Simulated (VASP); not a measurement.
Consider the following.

```
AlRu
1.0
    3.02605     0.00000     0.00000
    0.00000     3.02605     0.00000
    0.00000     0.00000     3.02605
Al Ru
1 1
Direct
  0.50000   0.50000   0.50000
  0.00000   0.00000   0.00000
```

Calculation: vdW-DF2, VASP's PBE PAW potentials (set 64) (plane waves; VASP). Settings: 520 eV cut-off, 12×12×12 Γ-centred mesh, first-order Methfessel-Paxton smearing of 0.10 eV, potentials Al Ru_pv.

Task: Give the stress tensor in GPa (positive for a compressed cell).

Result: 
```
5.55  0.00  0.00
0.00  5.55  0.00
0.00  0.00  5.55
```
The pressure is its mean diagonal, 5.55 GPa.

The compound is RuAl in the CsCl type structure. This cell is one point of a volume scan, at 0.97 of the reference volume. The electron count is odd and the run is not spin-polarised, which forces a metal.
